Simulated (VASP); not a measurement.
Consider the following.

```yaml
crystal:
  lattice:
    - [4.32871, -7.50416, -0.00049]
    - [2.16722, 3.75373, 0.00000]
    - [-0.00039, 0.00023, 7.06971]
  atoms:
    - { symbol: Cd, position: [0.34308, 0.34308, 0.49564] }
    - { symbol: Cd, position: [0.16574, 0.66574, 0.99914] }
    - { symbol: Cd, position: [0.82390, 0.32390, 0.49445] }
    - { symbol: Cd, position: [0.66750, 0.66750, 0.01271] }
    - { symbol: Se, position: [0.33641, 0.33641, 0.87532] }
    - { symbol: Se, position: [0.16502, 0.66502, 0.37766] }
    - { symbol: Se, position: [0.83025, 0.33025, 0.87537] }
    - { symbol: S, position: [0.66809, 0.66809, 0.37771] }
```

Calculation: PBE GGA, VASP's PBE PAW potentials (set 64) (plane waves; VASP). Settings: 400 eV cut-off, Gaussian smearing of 0.050 eV, potentials Cd Se S.

Task: Give the energies of bands 27 to 40 at the high-symmetry points, in eV from the valence-band maximum.

Result: 
```csv
band,Γ,Z,D,B,A,E,C2,Y2
27,-3.47,-3.33,-3.48,-2.48,-3.04,-3.97,-3.73,-2.61
28,-2.49,-3.24,-3.44,-2.32,-3.00,-3.94,-3.71,-2.51
29,-1.80,-2.49,-2.56,-2.03,-1.44,-1.55,-2.09,-1.49
30,-1.27,-2.37,-2.44,-2.02,-1.35,-1.53,-1.96,-1.34
31,-0.87,-2.32,-1.82,-1.50,-1.28,-1.37,-1.85,-1.24
32,-0.78,-2.24,-1.71,-1.16,-1.22,-1.21,-1.81,-1.15
33,-0.61,-1.33,-1.30,-0.63,-1.18,-1.18,-1.39,-0.55
34,-0.10,-1.25,-1.19,-0.47,-0.75,-1.17,-1.12,-0.48
35,-0.03,-1.20,-0.75,-0.41,-0.74,-1.16,-1.05,-0.26
36,0.00,-1.11,-0.69,-0.26,-0.73,-1.12,-1.01,-0.26
37,0.61,3.85,3.14,2.41,3.15,2.94,3.61,2.23
38,2.23,3.89,3.15,2.55,3.28,2.94,3.66,2.42
39,3.16,4.54,3.36,3.46,3.36,2.99,3.72,2.97
40,3.40,4.57,3.45,3.52,3.43,3.01,3.75,2.98
```

The gap is direct, 0.61 eV, from the valence maximum at Γ to the conduction minimum at Γ.

The structure was generated: Cd4SSe3 was put into an ordered model structure (Pm), which need not be its known phase. It was relaxed first, which changed the volume by +5 %.
